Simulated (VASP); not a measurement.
An input for Quantum ESPRESSO's pw.x (written as the equivalent of a VASP run, and not itself run):

```
&CONTROL
  calculation = 'scf'
  pseudo_dir = './pseudo'
  outdir = './out'
  tprnfor = .true.
  tstress = .true.
/
&SYSTEM
  ibrav = 0
  nat = 1
  ntyp = 1
  ecutwfc = 88
  occupations = 'smearing'
  smearing = 'methfessel-paxton'
  degauss = 0.00735
  input_dft = 'vdw-df-ob86'
/
&ELECTRONS
  conv_thr = 7.3e-09
  electron_maxstep = 100
/
ATOMIC_SPECIES
  Rh 102.906 Rh.upf
CELL_PARAMETERS angstrom
     0.0000000    1.8824044    1.8824044
     1.8824044    0.0000000    1.8824044
     1.8824044    1.8824044    0.0000000
ATOMIC_POSITIONS crystal
  Rh   0.0000000  0.0000000  0.0000000
K_POINTS automatic
  16 16 16 0 0 0
```

Question: Translate this input to VASP (INCAR, KPOINTS, POSCAR, choice of POTCAR).

Answer: This is not unique; one that fits is 
POSCAR:
```
Rh
1
    0.0000000000     1.8824043642     1.8824043642
    1.8824043642     0.0000000000     1.8824043642
    1.8824043642     1.8824043642     0.0000000000
Rh
1
Direct
  0.0000000000   0.0000000000   0.0000000000
```

**INCAR**
```
SYSTEM = Rh
PREC = Accurate; ENCUT = 520; LREAL = .FALSE.
LASPH = .TRUE.
EDIFF = 1E-7; NELM = 100; ALGO = Normal
LMAXMIX = 4
ISMEAR = 1; SIGMA = 0.1
GGA = MK; LUSE_VDW = .TRUE.; AGGAC = 0.0
PARAM1 = 0.1234; PARAM2 = 1.0
ISIF = 2
LWAVE = .FALSE.; LCHARG = .FALSE.
```

KPOINTS:
```
Automatic mesh
0
G
  16 16 16
```

POTCAR, in this order: Rh_pv (PBE.64 set). Program: vasp_std.

The two are equivalent in intent, not identical: the potentials are each code's own (VASP's PAW set, PseudoDojo norm-conserving files in pw.x), so ENCUT and ecutwfc are chosen apart and not converted; conv_thr bounds pw.x's estimated SCF error, while EDIFF bounds the energy change between steps.

The compound is Rh in the fcc structure. This cell is one point of a volume scan, at 0.97 of the reference volume.
